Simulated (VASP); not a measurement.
Input:

```
MgS2
1.0
    3.38860    -1.92278    -0.00136
    3.38860     1.92278    -0.00136
   -2.23298     0.00000     4.49562
Mg S
1 2
Direct
  0.50000   0.50000   0.50000
  0.91898   0.91898   0.76930
  0.08102   0.08102   0.23070
```

The numbers are results of LDA (Ceperley-Alder, Perdew-Zunger), VASP's LDA PAW potentials (set 64) (plane waves; VASP), not measurements. Settings: 400 eV cut-off, 15×15×11 Γ-centred mesh, Gaussian smearing of 0.010 eV, potentials Mg S.

Give the direction-averaged independent-particle dielectric function (no local fields, no excitons; a broadening of 0.1 eV leaves a tail below the gap, and fine structure carries the noise of the k-mesh).

| ħω (eV) | ε₁ | ε₂ |
|---|---|---|
| 0.00 | 7.09 | 0.00 |
| 0.20 | 7.10 | 0.02 |
| 0.50 | 7.21 | 0.05 |
| 0.80 | 7.44 | 0.13 |
| 1.10 | 7.73 | 0.47 |
| 1.40 | 7.86 | 0.87 |
| 1.70 | 7.90 | 1.29 |
| 2.00 | 7.73 | 1.76 |
| 2.30 | 7.59 | 1.91 |
| 2.60 | 8.01 | 2.01 |
| 2.90 | 8.07 | 2.51 |
| 3.10 | 8.46 | 2.77 |
| 3.40 | 8.59 | 3.73 |
| 3.70 | 7.94 | 5.38 |
| 4.00 | 6.72 | 5.40 |
| 4.30 | 6.28 | 5.50 |
| 4.60 | 5.20 | 5.77 |
| 4.90 | 5.18 | 4.52 |
| 5.20 | 6.28 | 4.58 |
| 5.50 | 6.59 | 6.11 |
| 5.80 | 5.35 | 6.84 |
| 6.00 | 4.99 | 6.44 |
| 6.30 | 5.48 | 6.45 |
| 6.60 | 5.78 | 8.67 |
| 6.90 | 3.80 | 9.66 |
| 7.20 | 1.90 | 10.61 |
| 7.50 | -0.10 | 9.30 |
| 7.80 | -1.26 | 7.99 |
| 8.10 | -1.31 | 7.27 |
| 8.40 | -1.89 | 6.35 |
| 8.70 | -1.93 | 5.58 |
| 9.00 | -1.95 | 4.97 |
ε₂ peaks at 4.5 eV (height 5.9), 7.2 eV (height 10.6); ε₁(0) averages 7.09, so the electronic refractive index below the gap tends to √7.09 = 2.66.

The structure comes from a computed database's MgS2 entry (C2/m); how it stands against other phases isn't given here. It was relaxed first.
